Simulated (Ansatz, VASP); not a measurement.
# Al22Ga16O57 (partly crystallised 42Ga2O3-58Al2O3 (mol %)): VASP beside Ansatz, part 2 of 2

One calculation is typed for both programs; each brings its own data sets. How far apart do they land? The cell is taken from a series of runs on this material, whose earlier steps may have relaxed, scaled, displaced or heated it; both programs get it as it stands.

VASP 6.6.1 and Ansatz 0.2.0.

So far. Step 3 (VASP: single point, RPBE, pair 1): The run ends at a pressure of 9.62 GPa, with forces up to 0.087 eV/Å.

## 5. Ansatz: single point, RPBE, pair 2

Level of this step: Ansatz beside VASP: Kohn-Sham DFT, plane waves, RPBE (Ansatz).

A single point gives forces, pressure and levels at one fixed geometry, so differences don't come from the geometry; what else differs is listed under the comparison.

The cell is taken from a series of runs on this material, whose earlier steps may have relaxed, scaled, displaced or heated it; both programs get it as it stands.

The input, input.yaml:

```yaml
crystal:
  lattice:
    - [9.81985, 0.0, 0.0]
    - [0.0, 9.81985, 0.0]
    - [0.0, 0.0, 9.81985]
  atoms:
    - { symbol: Ga, position: [0.44097, 0.92147, 0.69109] }
    - { symbol: Ga, position: [0.22094, 0.69653, 0.73978] }
    - { symbol: Ga, position: [0.71262, 0.04243, 0.88129] }
    - { symbol: Ga, position: [0.19215, 0.81277, 0.02392] }
    - { symbol: Ga, position: [0.03156, 0.45843, 0.30846] }
    - { symbol: Ga, position: [0.57918, 0.98877, 0.4094] }
    - { symbol: Ga, position: [0.96546, 0.06156, 0.1179] }
    - { symbol: Ga, position: [0.27817, 0.03533, 0.22452] }
    - { symbol: Ga, position: [0.56389, 0.4753, 0.36843] }
    - { symbol: Ga, position: [0.72649, 0.58829, 0.84325] }
    - { symbol: Ga, position: [0.759, 0.47688, 0.11135] }
    - { symbol: Ga, position: [0.77664, 0.70178, 0.37476] }
    - { symbol: Ga, position: [0.01319, 0.52136, 0.96621] }
    - { symbol: Ga, position: [0.03096, 0.23439, 0.55114] }
    - { symbol: Ga, position: [0.93288, 0.28208, 0.81636] }
    - { symbol: Ga, position: [0.93957, 0.8056, 0.84383] }
    - { symbol: Al, position: [0.13832, 0.02242, 0.80256] }
    - { symbol: Al, position: [0.73071, 0.80563, 0.63349] }
    - { symbol: Al, position: [0.6254, 0.33029, 0.86737] }
    - { symbol: Al, position: [0.68031, 0.2712, 0.60048] }
    - { symbol: Al, position: [0.15447, 0.25974, 0.99394] }
    - { symbol: Al, position: [0.40137, 0.46775, 0.92928] }
    - { symbol: Al, position: [0.062, 0.77667, 0.27703] }
    - { symbol: Al, position: [0.88796, 0.01167, 0.44074] }
    - { symbol: Al, position: [0.34608, 0.74322, 0.42581] }
    - { symbol: Al, position: [0.95771, 0.55004, 0.59704] }
    - { symbol: Al, position: [0.1527, 0.92373, 0.54182] }
    - { symbol: Al, position: [0.57603, 0.2283, 0.16998] }
    - { symbol: Al, position: [0.43036, 0.13855, 0.94048] }
    - { symbol: Al, position: [0.27909, 0.45818, 0.60996] }
[... 59 atom lines left out ...]
    - { symbol: O, position: [0.80401, 0.97659, 0.03628] }
    - { symbol: O, position: [0.83029, 0.69815, 0.97495] }
    - { symbol: O, position: [0.79913, 0.91285, 0.7676] }
    - { symbol: O, position: [0.96888, 0.3015, 0.38042] }
    - { symbol: O, position: [0.0248, 0.13693, 0.72186] }
    - { symbol: O, position: [0.65154, 0.8529, 0.28916] }
total_charge: -1
kpoints:
  mp_grid: { grid: [1, 1, 1] }
hamiltonian:
  xc: rpbe
scf:
  occupations: { method: fermi_dirac, width: 0.01 }
  lower_state_search: "off"
output:
  forces: true
  stress: true
  populations: intrinsic
  dos:
    method: { smearing: { sigma: 0.08 } }
    de: 0.1
    projected: { site_lists: { Al: [Al], Ga: [Ga], O: [O] } }
  eigenvalues: true
  write_density: true
  write_potential: true
  volumetric_format: npy
magnetization:
  spin_polarized: true
  initial_magnetization: 1
```

Command:

```console
$ ansatz run input.yaml --threads 4 --pin off --max-ram 8192MiB --backend cpu --events-out ev --progress --plain --runs-dir out
```

Numbers of over 12 decimals in the logs are rounded to 6 here.

What it wrote:

```text
[...]
Crystal: 95 atoms, lattice volume = 946.923 Å³
Basis set: ecut = 420 eV, 18613 PW (Γ), exchange–correlation on 144×144×144 points (8 copies of the dense FFT grid, shifted against one another)
Bands: 404, of which v1, the nominal top of the filled ones, is band 309 counted from 1 (308 counted from 0)
Symmetry: 1 space group operations
[...]
k-points: 1
[...]
Starting moments: Σ|m| = 1 μB on 95 of 95 sites
[...]
--- intrinsic populations: 95 sites ---
  site symbol       q [e]    m [muB]
     0     Ga     11.9889     0.0349
     1     Ga     11.9878     0.0225
     2     Ga     11.9290     0.0243
     3     Ga     11.9836     0.0331
     4     Ga     11.9835     0.0265
     5     Ga     11.9810     0.0255
     6     Ga     11.9293     0.0180
     7     Ga     11.9612     0.0240
[...]
91      O      6.7616     0.0066
    92      O      6.7465     0.0059
    93      O      6.7991     0.0031
    94      O      6.7992     0.0036
  spilling = 0.000000 (of n_electrons = 617.000000)
```

## 6. VASP: single point, RPBE, pair 2

The same cell, functional, mesh and smearing now go to VASP, with its own data sets.

The input, INCAR:

```
SYSTEM = Al22Ga16O57
PREC = Accurate
ENCUT = 600
EDIFF = 1E-06
NELM = 200
ISMEAR = -1
SIGMA = 0.01
LREAL = Auto
ALGO = Normal
GGA = RP
NELECT = 617
NBANDS = 376
ISPIN = 2
MAGMOM = 0.01 0.01 0.01 0.01 0 0 0 0.01 0 0.01 0.01 0 0.01 0 0 0.01 0 0 0 0 0 0 0 0 0 0 0 0 0 0 0 0 0 0 0 0 0 0 0 0.01 0 0 0.01 0 0 0 0 0 0 0.01 0 0 0 0 0 0 0.01 0 0 0 0 0 0 0 0.01 0 0 0 0.01 0 0 0 0.01 0 0.01 0.01 0 0 0 0.01 0.01 0 0 0 0 0 0 0 0 0 0.01 0 0 0 0
LORBIT = 11
LWAVE = .FALSE.
LCHARG = .FALSE.
ISIF = 2
LASPH = .TRUE.
GGA_COMPAT = .FALSE.
NCORE = 2
```

The input, POSCAR:

```
Al22Ga16O57
1.0
    9.8198500000      0.0000000000      0.0000000000
    0.0000000000      9.8198500000      0.0000000000
    0.0000000000      0.0000000000      9.8198500000
Ga Al O
16 22 57
Direct
    0.4409700000      0.9214700000      0.6910900000
    0.2209400000      0.6965300000      0.7397800000
    0.7126200000      0.0424300000      0.8812900000
    0.1921500000      0.8127700000      0.0239200000
    0.0315600000      0.4584300000      0.3084600000
    0.5791800000      0.9887700000      0.4094000000
    0.9654600000      0.0615600000      0.1179000000
    0.2781700000      0.0353300000      0.2245200000
    0.5638900000      0.4753000000      0.3684300000
    0.7264900000      0.5882900000      0.8432500000
    0.7590000000      0.4768800000      0.1113500000
    0.7766400000      0.7017800000      0.3747600000
    0.0131900000      0.5213600000      0.9662100000
    0.0309600000      0.2343900000      0.5511400000
    0.9328800000      0.2820800000      0.8163600000
    0.9395700000      0.8056000000      0.8438300000
    0.1383200000      0.0224200000      0.8025600000
    0.7307100000      0.8056300000      0.6334900000
    0.6254000000      0.3302900000      0.8673700000
    0.6803100000      0.2712000000      0.6004800000
    0.1544700000      0.2597400000      0.9939400000
    0.4013700000      0.4677500000      0.9292800000
    0.0620000000      0.7766700000      0.2770300000
    0.8879600000      0.0116700000      0.4407400000
    0.3460800000      0.7432200000      0.4258100000
    0.9577100000      0.5500400000      0.5970400000
    0.1527000000      0.9237300000      0.5418200000
    0.5760300000      0.2283000000      0.1699800000
    0.4303600000      0.1385500000      0.9404800000
    0.2790900000      0.4581800000      0.6099600000
[... 59 atom lines left out ...]
    0.8040100000      0.9765900000      0.0362800000
    0.8302900000      0.6981500000      0.9749500000
    0.7991300000      0.9128500000      0.7676000000
    0.9688800000      0.3015000000      0.3804200000
    0.0248000000      0.1369300000      0.7218600000
    0.6515400000      0.8529000000      0.2891600000
```

The input, KPOINTS:

```
Automatic mesh
0
Gamma
1 1 1
0 0 0
```

PAW data sets: Ga_d, Al and O (PBE family, release 64).

Command:

```console
$ mpirun -np 8 vasp_gam
```

What it wrote:

```text
[banner, memory and clock lines left out]
running    8 mpi-ranks, on    1 nodes
[...]
[... a notice as in an earlier step ...]

 LDA part: xc-table for (Slater+PW92), standard interpolation
 POSCAR, INCAR and KPOINTS ok, starting setup
[...]
entering main loop
       N       E                     dE             d eps       ncg     rms          rms(c)
DAV:   1     0.173596999001E+05    0.17360E+05   -0.25341E+05  1608   0.301E+03
DAV:   2     0.399978672566E+04   -0.13360E+05   -0.12490E+05  1512   0.939E+02
DAV:   3    -0.138495300932E+03   -0.41383E+04   -0.38802E+04  2048   0.375E+02
DAV:   4    -0.654293036389E+03   -0.51580E+03   -0.50775E+03  2048   0.140E+02
DAV:   5    -0.681867324736E+03   -0.27574E+02   -0.27308E+02  2128   0.359E+01BRMIX: very serious problems
 the old and the new charge density differ
 old charge density:   616.00000 new  617.00000
    0.575E+01
DAV:   6    -0.587532336516E+03    0.94335E+02   -0.33929E+02  2800   0.671E+01    0.183E+01
DAV:   7    -0.589708340086E+03   -0.21760E+01   -0.38739E+01  1800   0.125E+01    0.115E+01
DAV:   8    -0.589924917677E+03   -0.21658E+00   -0.51016E+00  2360   0.833E+00    0.321E+00
DAV:   9    -0.589952359522E+03   -0.27442E-01   -0.89387E-01  2536   0.613E+00    0.118E+00
[...]
DAV:  17    -0.590005703003E+03   -0.38723E-05   -0.10884E-04  2112   0.466E-02    0.899E-03
DAV:  18    -0.590005705464E+03   -0.24605E-05   -0.28105E-05  2296   0.248E-02    0.685E-03
DAV:  19    -0.590005706271E+03   -0.80762E-06   -0.54958E-06  1440   0.150E-02
   1 F= -.59000571E+03 E0= -.59000352E+03  d E =-.436737E-02  mag=     0.8864
```

OUTCAR, selected parts (step 6):

```text
  Total       73.7656219     83.4024996    100.2976738      2.8928909      1.2603454      8.7381686
  in kB      124.8101856    141.1156198    169.7019689      4.8947225      2.1324830     14.7848335
  external PRESSURE =     145.2092581 kB  Pullay stress =       0.0000000 kB

 POSITION                                       TOTAL-FORCE (eV/Angst)
 -----------------------------------------------------------------------------------
      4.33026      9.04870      6.78640         0.051392      0.028709     -0.031913
      2.16960      6.83982      7.26453        -0.013872     -0.018888     -0.009335
      6.99782      0.41666      8.65414         0.041294     -0.033272      0.003859
      1.88688      7.98128      0.23489         0.000771      0.011886      0.011644
      0.30991      4.50171      3.02903        -0.009903     -0.059166     -0.020094
      5.68746      9.70957      4.02025         0.033481      0.107505      0.002837
      9.48067      0.60451      1.15776        -0.030275      0.020934     -0.008532
      2.73159      0.34694      2.20475        -0.018956     -0.004764      0.020765
[...]
5.04495      1.96387      5.85420        -0.004872      0.002792     -0.030731
      1.53003      6.63508      1.58168         0.014696     -0.029913      0.054612
      3.11918      1.64286      3.60673         0.020038      0.043720      0.045196
      6.21724      4.40047      7.00980        -0.025743     -0.035133     -0.022921
      2.45644      1.22277      8.86016        -0.006472     -0.008971      0.008540
[...]
-----------------------------------------------------------------------------------
    total drift:                                0.016835      0.001229      0.014307

  FREE ENERGIE OF THE ION-ELECTRON SYSTEM (eV)
  ---------------------------------------------------
  free  energy   TOTEN  =      -590.0057062714 eV

  energy  without entropy=     -590.0013389030  energy(sigma->0) =     -590.00352259

 magnetization (x)
# of ion       s       p       d       tot
------------------------------------------
    1        0.024   0.002   0.001   0.026
    2        0.016   0.001   0.001   0.018
    3        0.016   0.001   0.000   0.017
    4        0.023   0.002   0.001   0.026
    5        0.013   0.001   0.000   0.015
    6        0.013   0.001   0.001   0.015
    7        0.010   0.001   0.000   0.012
    8        0.014   0.002   0.000   0.016
    9        0.012   0.002   0.000   0.014
   10        0.016   0.001   0.000   0.017
   11        0.021   0.005  -0.000   0.025
   12        0.009   0.001   0.000   0.009
   13        0.016   0.002   0.001   0.018
[...]
--------------------------------------------------
tot          0.516   0.022   0.005   0.544

[... 2 parts as in an earlier step ...]

[... 1 further part left out ...]
[key lines of the parts left out:]
E-fermi :   7.9196
```

The run ends at a pressure of 14.52 GPa, with forces up to 0.11 eV/Å.

## 7. Differences

Both answers:

```
         quantity  Ansatz  VASP  difference
total moment (μB)    0.90  0.89       +0.01
```

Forces on 7 of the 95 atoms, those with the largest forces and the largest differences (eV/Å; atoms numbered as in POSCAR):

```
atom          Ansatz x, y, z            VASP x, y, z
 Ga6   -0.002, 0.025, -0.005     0.033, 0.108, 0.003
 O41    0.004, -0.002, 0.004   -0.012, 0.077, -0.012
 O53    -0.010, 0.003, 0.003   0.010, -0.020, -0.072
 O65   -0.014, 0.003, -0.014  -0.075, -0.024, -0.033
 O68     0.012, 0.021, 0.011    -0.023, 0.067, 0.039
 O73    0.014, -0.005, 0.007    0.065, -0.032, 0.011
 O83  -0.004, -0.001, -0.003   -0.052, 0.045, -0.035
```

The forces differ by 25 meV/Å r.m.s., which is 94.7 % of the r.m.s. force of 0.026 eV/Å (both taken over all components). The cell carries a charge of -1 e against a uniform background, so its pressure also hangs on how the neutralising background is counted, and in a defect's cell a gap may be the spacing between its levels.

## 8. What came out

```json
{
 "r.m.s. force difference (single point, RPBE, pair 1)": "25 meV/Å",
 "r.m.s. force difference (single point, RPBE, pair 2)": "25 meV/Å"
}
```

In words: The r.m.s. force difference is 25 meV/Å (single point, RPBE, pair 2), beyond the 12 meV/Å picked in this series as the mark of a large difference. What causes the difference of the single point, RPBE, pair 1 pair stays open here. What causes the difference of the single point, RPBE, pair 2 pair stays open here. How closely two codes agree says nothing of how well the functional describes the real material.

[Lines on the potential files, build, host, timing and source positions are cut from VASP's logs without a mark.]

[Logs are printed without paths, hosts, clocks, repeated set-up lines and the standing remarks that a program may print on its own settings, such as how far it seeks lower states.]

[Hosts, paths, dates, database ids (printed as entryN), source tags and the programs' standing remarks are cut or masked in the printed files.]
